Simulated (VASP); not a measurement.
Input:

```yaml
crystal:
  lattice:
    - [2.95039, 0.00000, 0.00000]
    - [-1.47520, 2.55511, 0.00000]
    - [0.00000, 0.00000, 16.81158]
  atoms:
    - { symbol: Mn, position: [0.66667, 0.33333, 0.50000], spin: 4.0 }
    - { symbol: S, position: [0.33333, 0.66667, 0.41638] }
    - { symbol: S, position: [0.33333, 0.66667, 0.58362] }
```

Level of theory: PBE GGA, VASP's PBE PAW potentials (set 64) (plane waves; VASP). Numerical set-up: 300 eV cut-off, 9×9×1 Γ-centred mesh, Fermi-Dirac smearing of 0.10 eV, potentials Mn_pv S.

The cell holds a wide vacuum, so values per volume refer to the whole cell. The moments were started parallel, and other spin orders were not tried in this run.

Task: Predict the cell moment, energy per atom (σ→0), band gap (on the k-mesh) with the smallest direct gap where there is one.

Result: 
| Property | Result |
|---|---|
| band gap (on the k-mesh) | none (metal, semimetal or under 0.01 eV) |
| cell moment | 1.00 μB |
| energy per atom (σ→0) | -6.143 eV/atom |

Task: Give the moment on each site (PAW-sphere projection).

Result: 
| site | moment (μB) |
|---|---|
| Mn1 | 1.09 |
| S2 | -0.04 |
| S3 | -0.04 |

The absolute energy has meaning only against runs of the same code, potentials and settings.

The cell is a sheet with vacuum, built from a generated structure.
